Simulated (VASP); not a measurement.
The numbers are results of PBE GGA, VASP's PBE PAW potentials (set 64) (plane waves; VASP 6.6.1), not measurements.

A VASP calculation is set up with these files.

**KPOINTS**
```
Automatic mesh
0
Gamma
1 1 1
```

**POSCAR**
```
Zn32PSe31
1.0
 11.4825331932   0.0000000000   0.0000000000
  0.0000000000  11.4825331932   0.0000000000
  0.0000000000   0.0000000000  11.4825331932
Zn Se P
32 31 1
Cart
  5.7412665966   0.0000000000   0.0000000000
  8.6118998949   2.8706332983   0.0000000000
  8.6118998949   0.0000000000   2.8706332983
  0.0000000000   0.0000000000   0.0000000000
  2.8706332983   2.8706332983   0.0000000000
  5.7412665966   5.7412665966   0.0000000000
  8.6118998949   8.6118998949   0.0000000000
  2.8706332983   0.0000000000   2.8706332983
  5.7617629183   2.9204215622   2.8844812333
  8.5617441899   5.6979544814   2.8775457833
  5.7412665966   0.0000000000   5.7412665966
  8.5688403954   2.8485753520   5.6993209028
  8.6118998949   0.0000000000   8.6118998949
  0.0000000000   5.7412665966   0.0000000000
  2.8706332983   8.6118998949   0.0000000000
  0.0000000000   2.8706332983   2.8706332983
  2.8706332983   5.7412665966   2.8706332983
  5.7412665966   8.6118998949   2.8706332983
  0.0000000000   0.0000000000   5.7412665966
  2.8706332983   2.8706332983   5.7412665966
  5.7200928054   5.7452969658   5.7022030187
  8.6118998949   8.6118998949   5.7412665966
  2.8706332983   0.0000000000   8.6118998949
  5.7412665966   2.8706332983   8.6118998949
  8.6118998949   5.7412665966   8.6118998949
  0.0000000000   8.6118998949   2.8706332983
  0.0000000000   5.7412665966   5.7412665966
  2.8706332983   8.6118998949   5.7412665966
  0.0000000000   2.8706332983   8.6118998949
  2.8706332983   5.7412665966   8.6118998949
  5.7412665966   8.6118998949   8.6118998949
  0.0000000000   8.6118998949   8.6118998949
  7.1765832457   1.4353166492   1.4353166492
 10.0472165441   4.3059499475   1.4353166492
 10.0472165441   1.4353166492   4.3059499475
  1.4353166492   1.4353166492   1.4353166492
  4.3059499475   4.3059499475   1.4353166492
  7.1765832457   7.1765832457   1.4353166492
 10.0472165441  10.0472165441   1.4353166492
  4.3059499475   1.4353166492   4.3059499475
 10.0472165441   7.1765832457   4.3059499475
  7.1765832457   1.4353166492   7.1765832457
 10.0472165441   4.3059499475   7.1765832457
 10.0472165441   1.4353166492  10.0472165441
  1.4353166492   7.1765832457   1.4353166492
  4.3059499475  10.0472165441   1.4353166492
  1.4353166492   4.3059499475   4.3059499475
  4.3059499475   7.1765832457   4.3059499475
  7.1765832457  10.0472165441   4.3059499475
  1.4353166492   1.4353166492   7.1765832457
  4.3059499475   4.3059499475   7.1765832457
  7.1765832457   7.1765832457   7.1765832457
 10.0472165441  10.0472165441   7.1765832457
  4.3059499475   1.4353166492  10.0472165441
  7.1765832457   4.3059499475  10.0472165441
 10.0472165441   7.1765832457  10.0472165441
  1.4353166492  10.0472165441   4.3059499475
  1.4353166492   7.1765832457   7.1765832457
  4.3059499475  10.0472165441   7.1765832457
  1.4353166492   4.3059499475  10.0472165441
  4.3059499475   7.1765832457  10.0472165441
  7.1765832457  10.0472165441  10.0472165441
  1.4353166492  10.0472165441  10.0472165441
  7.1278054447   4.2694584570   4.3206705550
```

**INCAR**
```
SYSTEM = Zn32PSe31
PREC = Normal; ENCUT = 400; LREAL = Auto
LASPH = T; ISYM = 0
EDIFF = 1E-5; NELM = 100; NELMIN = 4
ALGO = Fast; LMAXMIX = 4
ISMEAR = 0; SIGMA = 0.05
GGA = PE
ISPIN = 2; MAGMOM = 64*0.0156; NUPDOWN = 1
IBRION = 2; NSW = 60; ISIF = 2
EDIFFG = -0.03
LWAVE = F; LCHARG = F; LORBIT = 10
```

POTCAR, in this order: Zn Se P (PBE.64 set). Program: vasp_gam.

Output of the run:

File OSZICAR:
```
       N       E                     dE             d eps       ncg     rms          rms(c)
DAV:   1     0.693790653018E+04    0.69379E+04   -0.21951E+05  1380   0.183E+03
DAV:   2     0.132817047361E+04   -0.56097E+04   -0.54473E+04  1380   0.506E+02
DAV:   3    -0.379364041361E+02   -0.13661E+04   -0.12642E+04  1510   0.200E+02
DAV:   4    -0.195951726260E+03   -0.15802E+03   -0.15558E+03  1559   0.685E+01
DAV:   5    -0.200608284882E+03   -0.46566E+01   -0.46254E+01  1528   0.111E+01    0.265E+01
RMM:   6    -0.191203335372E+03    0.94049E+01   -0.28393E+01  1380   0.114E+01    0.206E+01
RMM:   7    -0.190469872415E+03    0.73346E+00   -0.10060E+01  1380   0.596E+00    0.649E+00
RMM:   8    -0.190646577888E+03   -0.17671E+00   -0.19398E+00  1392   0.227E+00    0.300E+00
RMM:   9    -0.190601684786E+03    0.44893E-01   -0.44680E-01  1380   0.172E+00    0.146E+00
RMM:  10    -0.190594701786E+03    0.69830E-02   -0.93007E-02  1392   0.694E-01    0.508E-01
RMM:  11    -0.190596346449E+03   -0.16447E-02   -0.19087E-02  1422   0.237E-01    0.292E-01
RMM:  12    -0.190597144188E+03   -0.79774E-03   -0.54801E-03  1383   0.152E-01    0.228E-01
RMM:  13    -0.190597472497E+03   -0.32831E-03   -0.35156E-03  1384   0.118E-01    0.120E-01
RMM:  14    -0.190597575945E+03   -0.10345E-03   -0.83038E-04  1380   0.545E-02    0.812E-02
RMM:  15    -0.190597588094E+03   -0.12149E-04   -0.33451E-04  1381   0.319E-02    0.299E-02
RMM:  16    -0.190597574166E+03    0.13929E-04   -0.75782E-05  1132   0.140E-02    0.178E-02
RMM:  17    -0.190597576872E+03   -0.27068E-05   -0.22238E-05   884   0.943E-03
   1 F= -.19059758E+03 E0= -.19057995E+03  d E =-.190598E+03  mag=     1.0000
       N       E                     dE             d eps       ncg     rms          rms(c)
DAV:   1    -0.190693650501E+03   -0.96076E-01   -0.30557E+01  1472   0.723E+00    0.735E-01
RMM:   2    -0.190709954681E+03   -0.16304E-01   -0.16569E-01  1380   0.739E-01    0.319E-01
RMM:   3    -0.190711582516E+03   -0.16278E-02   -0.21795E-02  1383   0.254E-01    0.164E-01
RMM:   4    -0.190711856330E+03   -0.27381E-03   -0.38587E-03  1402   0.127E-01    0.135E-01
RMM:   5    -0.190711851343E+03    0.49870E-05   -0.87903E-04  1381   0.546E-02    0.627E-02
RMM:   6    -0.190711886774E+03   -0.35431E-04   -0.25250E-04  1265   0.248E-02    0.284E-02
RMM:   7    -0.190711891893E+03   -0.51185E-05   -0.71569E-05  1014   0.131E-02
   2 F= -.19071189E+03 E0= -.19069375E+03  d E =-.114315E+00  mag=     1.0000
       N       E                     dE             d eps       ncg     rms          rms(c)
DAV:   1    -0.190744411884E+03   -0.32525E-01   -0.81637E+01  1448   0.118E+01    0.123E+00
RMM:   2    -0.190793692321E+03   -0.49280E-01   -0.51260E-01  1380   0.132E+00    0.520E-01
RMM:   3    -0.190798059095E+03   -0.43668E-02   -0.57069E-02  1385   0.444E-01    0.275E-01
RMM:   4    -0.190798636474E+03   -0.57738E-03   -0.10066E-02  1402   0.213E-01    0.218E-01
RMM:   5    -0.190798634535E+03    0.19390E-05   -0.24075E-03  1382   0.916E-02    0.771E-02
RMM:   6    -0.190798704146E+03   -0.69611E-04   -0.58296E-04  1372   0.414E-02    0.306E-02
RMM:   7    -0.190798709792E+03   -0.56462E-05   -0.13536E-04  1163   0.204E-02    0.160E-02
RMM:   8    -0.190798710328E+03   -0.53569E-06   -0.48957E-05  1024   0.119E-02
   3 F= -.19079871E+03 E0= -.19078014E+03  d E =-.201133E+00  mag=     1.0000
       N       E                     dE             d eps       ncg     rms          rms(c)
DAV:   1    -0.190799253353E+03   -0.54356E-03   -0.25361E+00  1512   0.209E+00    0.213E-01
RMM:   2    -0.190800375248E+03   -0.11219E-02   -0.11778E-02  1380   0.195E-01    0.913E-02
RMM:   3    -0.190800501943E+03   -0.12669E-03   -0.16049E-03  1381   0.697E-02    0.488E-02
RMM:   4    -0.190800516851E+03   -0.14908E-04   -0.29971E-04  1331   0.350E-02    0.384E-02
RMM:   5    -0.190800516791E+03    0.59801E-07   -0.78366E-05  1082   0.171E-02
   4 F= -.19080052E+03 E0= -.19078189E+03  d E =-.202940E+00  mag=     1.0000
       N       E                     dE             d eps       ncg     rms          rms(c)
DAV:   1    -0.190816018113E+03   -0.15501E-01   -0.83399E+00  1416   0.428E+00    0.649E-01
RMM:   2    -0.190825563736E+03   -0.95456E-02   -0.10648E-01  1380   0.526E-01    0.237E-01
RMM:   3    -0.190826547305E+03   -0.98357E-03   -0.13690E-02  1380   0.205E-01    0.157E-01
RMM:   4    -0.190826601951E+03   -0.54646E-04   -0.22142E-03  1406   0.936E-02    0.124E-01
RMM:   5    -0.190826561569E+03    0.40382E-04   -0.52312E-04  1381   0.472E-02    0.491E-02
RMM:   6    -0.190826577630E+03   -0.16061E-04   -0.16800E-04  1231   0.194E-02    0.205E-02
RMM:   7    -0.190826574787E+03    0.28432E-05   -0.30741E-05   944   0.903E-03
   5 F= -.19082657E+03 E0= -.19080742E+03  d E =-.260580E-01  mag=     1.0000
       N       E                     dE             d eps       ncg     rms          rms(c)
DAV:   1    -0.190827906798E+03   -0.13292E-02   -0.15792E+00  1456   0.185E+00    0.281E-01
RMM:   2    -0.190829751362E+03   -0.18446E-02   -0.20510E-02  1380   0.231E-01    0.104E-01
RMM:   3    -0.190829945990E+03   -0.19463E-03   -0.26503E-03  1380   0.902E-02    0.712E-02
RMM:   4    -0.190829955493E+03   -0.95030E-05   -0.42999E-04  1412   0.414E-02    0.543E-02
RMM:   5    -0.190829947849E+03    0.76447E-05   -0.11244E-04  1243   0.218E-02    0.203E-02
RMM:   6    -0.190829951193E+03   -0.33444E-05   -0.29025E-05   942   0.848E-03
   6 F= -.19082995E+03 E0= -.19081070E+03  d E =-.294344E-01  mag=     1.0000
       N       E                     dE             d eps       ncg     rms          rms(c)
DAV:   1    -0.190829953171E+03   -0.53223E-05   -0.55652E-02  1496   0.349E-01    0.541E-02
RMM:   2    -0.190830020746E+03   -0.67575E-04   -0.75606E-04  1376   0.439E-02    0.209E-02
RMM:   3    -0.190830028920E+03   -0.81742E-05   -0.99202E-05  1118   0.172E-02    0.145E-02
RMM:   4    -0.190830029606E+03   -0.68622E-06   -0.17428E-05   850   0.863E-03
   7 F= -.19083003E+03 E0= -.19081077E+03  d E =-.295128E-01  mag=     1.0000
       N       E                     dE             d eps       ncg     rms          rms(c)
DAV:   1    -0.190833573932E+03   -0.35450E-02   -0.18995E+00  1416   0.231E+00    0.318E-01
RMM:   2    -0.190836247762E+03   -0.26738E-02   -0.30380E-02  1380   0.292E-01    0.106E-01
RMM:   3    -0.190836547094E+03   -0.29933E-03   -0.38592E-03  1385   0.111E-01    0.758E-02
RMM:   4    -0.190836564695E+03   -0.17601E-04   -0.62445E-04  1403   0.516E-02    0.595E-02
RMM:   5    -0.190836552351E+03    0.12344E-04   -0.15907E-04  1289   0.255E-02    0.184E-02
RMM:   6    -0.190836555765E+03   -0.34139E-05   -0.34647E-05   976   0.988E-03
   8 F= -.19083656E+03 E0= -.19081729E+03  d E =-.652616E-02  mag=     1.0000
       N       E                     dE             d eps       ncg     rms          rms(c)
DAV:   1    -0.190836661686E+03   -0.10934E-03   -0.33970E-01  1464   0.977E-01    0.137E-01
RMM:   2    -0.190837156150E+03   -0.49446E-03   -0.56280E-03  1380   0.126E-01    0.469E-02
RMM:   3    -0.190837213575E+03   -0.57424E-04   -0.72030E-04  1385   0.478E-02    0.332E-02
RMM:   4    -0.190837217417E+03   -0.38429E-05   -0.11886E-04  1249   0.227E-02    0.261E-02
RMM:   5    -0.190837215044E+03    0.23738E-05   -0.29907E-05   950   0.115E-02
   9 F= -.19083722E+03 E0= -.19081794E+03  d E =-.718544E-02  mag=     1.0000
       N       E                     dE             d eps       ncg     rms          rms(c)
DAV:   1    -0.190837973932E+03   -0.75651E-03   -0.52043E-01  1424   0.126E+00    0.103E-01
RMM:   2    -0.190838257102E+03   -0.28317E-03   -0.33488E-03  1380   0.114E-01    0.429E-02
RMM:   3    -0.190838289796E+03   -0.32694E-04   -0.50537E-04  1380   0.430E-02    0.270E-02
RMM:   4    -0.190838292300E+03   -0.25045E-05   -0.88590E-05  1234   0.201E-02
  10 F= -.19083829E+03 E0= -.19081901E+03  d E =-.107726E-02  mag=     1.0000
```

OUTCAR:
```
------------------------ aborting loop because EDIFF is reached ----------------------------------------
  FORCE on cell =-STRESS in cart. coord.  units (eV):
  Direction    XX          YY          ZZ          XY          YZ          ZX
  --------------------------------------------------------------------------------------
  Total       -2.3017794     -2.2725987     -2.2966757     -0.0377554     -0.0329183      0.0057448
  in kB       -2.4359095     -2.4050283     -2.4305084     -0.0399555     -0.0348365      0.0060795
  external PRESSURE =      -2.4238154 kB  Pullay stress =       0.0000000 kB
  volume of cell :     1513.96
      direct lattice vectors                 reciprocal lattice vectors
    11.482533193  0.000000000  0.000000000     0.087088797  0.000000000  0.000000000
     0.000000000 11.482533193  0.000000000     0.000000000  0.087088797  0.000000000
     0.000000000  0.000000000 11.482533193     0.000000000  0.000000000  0.087088797
  FREE ENERGIE OF THE ION-ELECTRON SYSTEM (eV)
  ---------------------------------------------------
  free  energy   TOTEN  =      -190.8382923005 eV

  energy  without entropy=     -190.7997323022  energy(sigma->0) =     -190.81901230

 total charge

# of ion       s       p       d       tot
------------------------------------------
    1        0.518   0.421   9.782  10.721
    2        0.517   0.419   9.782  10.718
    3        0.517   0.419   9.782  10.718
    4        0.518   0.421   9.782  10.721
    5        0.518   0.420   9.782  10.720
    6        0.517   0.419   9.782  10.718
    7        0.518   0.420   9.782  10.720
    8        0.518   0.421   9.782  10.721
    9        0.542   0.428   9.770  10.740
   10        0.542   0.426   9.770  10.738
   11        0.517   0.419   9.782  10.718
   12        0.542   0.427   9.770  10.739
   13        0.518   0.420   9.782  10.720
   14        0.518   0.420   9.782  10.720
   15        0.518   0.421   9.782  10.721
   16        0.517   0.419   9.782  10.718
   17        0.517   0.419   9.782  10.718
   18        0.517   0.419   9.782  10.718
   19        0.518   0.420   9.782  10.720
   20        0.517   0.419   9.782  10.718
   21        0.541   0.428   9.770  10.740
   22        0.517   0.419   9.782  10.718
   23        0.518   0.421   9.782  10.721
   24        0.517   0.419   9.782  10.718
   25        0.517   0.419   9.782  10.718
   26        0.518   0.420   9.782  10.720
   27        0.517   0.419   9.782  10.718
   28        0.518   0.420   9.782  10.720
   29        0.518   0.420   9.782  10.720
   30        0.518   0.420   9.782  10.720
   31        0.518   0.420   9.782  10.720
   32        0.518   0.421   9.782  10.721
   33        1.433   2.414   0.026   3.873
   34        1.433   2.414   0.026   3.873
   35        1.433   2.414   0.026   3.873
   36        1.433   2.418   0.026   3.877
   37        1.433   2.414   0.026   3.873
   38        1.433   2.414   0.026   3.873
   39        1.433   2.418   0.026   3.877
   40        1.433   2.414   0.026   3.873
   41        1.433   2.414   0.026   3.873
   42        1.433   2.414   0.026   3.873
   43        1.433   2.414   0.026   3.873
   44        1.433   2.418   0.026   3.877
   45        1.433   2.418   0.026   3.877
   46        1.433   2.418   0.026   3.877
   47        1.432   2.418   0.026   3.876
   48        1.433   2.414   0.026   3.873
   49        1.432   2.418   0.026   3.876
   50        1.433   2.418   0.026   3.877
   51        1.433   2.414   0.026   3.873
   52        1.433   2.414   0.026   3.873
   53        1.433   2.418   0.026   3.877
   54        1.433   2.418   0.026   3.877
   55        1.432   2.418   0.026   3.876
   56        1.433   2.418   0.026   3.877
   57        1.433   2.417   0.026   3.876
   58        1.433   2.418   0.026   3.877
   59        1.433   2.418   0.026   3.877
   60        1.433   2.416   0.026   3.875
   61        1.433   2.418   0.026   3.877
   62        1.433   2.417   0.026   3.875
   63        1.433   2.419   0.026   3.877
   64        1.008   1.521   0.000   2.529
--------------------------------------------------
tot         62.079  89.904 313.779 465.762

 magnetization (x)

# of ion       s       p       d       tot
------------------------------------------
    1       -0.001   0.001   0.003   0.003
    2       -0.001  -0.000   0.003   0.002
    3       -0.001  -0.000   0.003   0.002
    4       -0.001   0.000   0.002   0.002
    5       -0.001   0.001   0.003   0.003
    6       -0.001  -0.000   0.003   0.002
    7       -0.001   0.001   0.003   0.003
    8       -0.001   0.001   0.003   0.003
    9       -0.000   0.004   0.007   0.010
   10       -0.000   0.004   0.007   0.011
   11       -0.001  -0.000   0.003   0.002
   12       -0.000   0.004   0.007   0.010
   13       -0.001   0.001   0.003   0.003
   14       -0.001   0.001   0.003   0.003
   15       -0.001   0.000   0.002   0.002
   16       -0.001  -0.000   0.003   0.002
   17       -0.001  -0.000   0.003   0.002
...
```
(Selected blocks of OUTCAR.)

### CONTCAR
```
Zn32PSe31
   1.00000000000000
    11.4825331932000001    0.0000000000000000    0.0000000000000000
     0.0000000000000000   11.4825331932000001    0.0000000000000000
     0.0000000000000000    0.0000000000000000   11.4825331932000001
  Zn              Se              P
    32    31     1
Direct
     0.5002746016449768    0.0005201096419630    0.0004378427642995
     0.7499351970238274    0.2498195580641944    0.0009266315955551
     0.7498701340490607    0.0009108182209870    0.2498248513649202
     0.9998245481728243    0.0000890820050324    0.0000650422787437
     0.2502731484275725    0.2502007505701265    0.0003047632398575
     0.4998563000610396    0.5000823092998814    0.0008026788961815
     0.7496449691526174    0.7493160381661151    0.0005123498196257
     0.2503765373464536    0.0004315695930181    0.2503149638475791
     0.5076568027147111    0.2581719265592164    0.2577610284533307
     0.7410533240891004    0.4912400583068213    0.2583943036968219
     0.4997431967196564    0.0008641385447928    0.4998973370674604
     0.7412921161364918    0.2577332762856315    0.4915396694857851
     0.7496638675473407    0.0003066564397775    0.7495560409443789
     0.9992340316262519    0.4996408056742259    0.0005454124048203
     0.2500390218319764    0.7498669190208513    0.0000612138545776
     0.9989464615055905    0.2499815339300948    0.2499277160102042
     0.2506798798034289    0.4999308702188161    0.2498203994215743
     0.4999626258897329    0.7491440707191899    0.2497824049632631
     0.9994026716368267    0.0004542115271983    0.4996763145735257
     0.2508866189767754    0.2498354473541191    0.4999538204619284
     0.5073407121410597    0.4923698099624094    0.4917271941196534
     0.7499756848003887    0.7488825978091191    0.4999153847553871
     0.2500274957193422    0.0001082309540918    0.7498590770432766
     0.4998753557562839    0.2500331129058483    0.7490009079655832
     0.7499498392821612    0.4998139882783620    0.7488327003395069
     0.9991798021597090    0.7492523366624916    0.2504107263285667
     0.9987450470519816    0.4998984217202088    0.4999734466789035
     0.2501107857244044    0.7496755702230605    0.4997990909331317
     0.9993104478871064    0.2503916895124909    0.7493344677786520
     0.2503451172461721    0.4996017556185713    0.7494596072619717
     0.5003409930139504    0.7494350280890251    0.7493948419586893
     0.9998290749080463    0.7498448129339905    0.7498600304135733
     0.6241408313769646    0.1254668030139479    0.1254290964128121
     0.8742277089418556    0.3756319360329779    0.1255691406303979
     0.8743826289286328    0.1254020489515234    0.3755729441180263
     0.1249462595420010    0.1249101906203156    0.1249300307511397
     0.3752254730834621    0.3743775269303700    0.1252317972327038
     0.6255219285958450    0.6244372487838938    0.1254460397790655
     0.8749812089260199    0.8748862274439856    0.1249165317262914
     0.3752980168898245    0.1253703293353420    0.3741974404122169
     0.8741262772125227    0.6241448966876010    0.3741937988581419
     0.6254627724734492    0.1252616270731506    0.6245838343181155
     0.8741714143345797    0.3740716592562773    0.6242079392307354
     0.8750099095795021    0.1249191097735858    0.8749008289200262
     0.1247677726996905    0.6250715416310662    0.1248813724000228
     0.3748407087419311    0.8750756099556566    0.1248566318509248
     0.1248743736385723    0.3749492816770609    0.3750142103199729
     0.3751177558222637    0.6247686828997784    0.3754642991038110
     0.6249495355983551    0.8749611055327526    0.3749763651223720
     0.1248539196117107    0.1249256184641398    0.6250395652380396
     0.3752556273515026    0.3756250337016954    0.6245391987244213
     0.6241881083806663    0.6244529477328977    0.6244229419766826
     0.8749689663457287    0.8749372543120347    0.6249824294866296
     0.3748807174789746    0.1249248167109773    0.8749880055326921
     0.6249597265119885    0.3749661192378476    0.8749642184517683
     0.8749196325458608    0.6249459455732967    0.8749204693692039
     0.1247557891280009    0.8749461441497242    0.3748907908224232
     0.1248388023332619    0.6249435857640353    0.6249977616775768
     0.3748395913734361    0.8749172462177036    0.6250646531349907
     0.1247699526283030    0.3749914691899010    0.8749685203966717
     0.3748322475189903    0.6250724123697047    0.8748568379606094
     0.6249156242790765    0.8749063790635205    0.8750374640800572
     0.1249327534276630    0.8749755010424113    0.8749687554225757
     0.6239725546525107    0.3747321960591067    0.3753488258175596
```

The supercell is sampled at Γ alone, which is coarse: total energies, pressure and levels can be off, energies of defects by several tenths of an eV.

The cell is a supercell with a defect, built from ZnSe (zinc blende): P_Se.
